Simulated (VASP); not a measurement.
Level of theory: r2SCAN+rVV10, VASP's PBE PAW potentials (set 64) (plane waves; VASP).

VASP ran on this input.

INCAR:
```
! general
SYSTEM   = K
PREC     = Accurate
ENCUT    = 520
LREAL    = .False.   ! projection in real space or not
LASPH    = .True.   ! aspherical one-centre terms

! electronic loop
EDIFF    = 1E-7   ! SCF stop (eV)
NELM     = 100   ! most electronic steps
ALGO     = Normal   ! blocked Davidson
LMIXTAU  = .True.

! smearing
ISMEAR   = 1   ! Methfessel-Paxton
SIGMA    = 0.1   ! width (eV)

! functional
METAGGA  = R2SCAN
LUSE_VDW = .True.
BPARAM   = 11.95
CPARAM   = 0.0093

! ions
ISIF     = 2   ! forces and stress, cell fixed

! output
LWAVE    = .False.
LCHARG   = .False.
```

File KPOINTS:
```
Automatic mesh
0
Gamma
10 10 10
0 0 0
```

File POSCAR:
```
K
1.0
 -2.6148066358   2.6148066358   2.6148066358
  2.6148066358  -2.6148066358   2.6148066358
  2.6148066358   2.6148066358  -2.6148066358
K
1
Direct
  0.0000000000   0.0000000000   0.0000000000
```

POTCAR, in this order: K_sv (PBE.64 set). Program: vasp_std.

**Question.** What will the output report for the number of irreducible k-points (NKPTS), largest plane-wave count, number of space-group operations, FFT grid (NGX, NGY, NGZ)?

**Answer.** 
```json
{
 "number of irreducible k-points (NKPTS)": "47",
 "largest_plane_wave_count": "1961",
 "number_of_space_group_operations": "48",
 "FFT grid (NGX, NGY, NGZ)": "36 × 36 × 36"
}
```

The compound is K in the bcc structure. This cell is one point of a volume scan, at 0.97 of the reference volume.
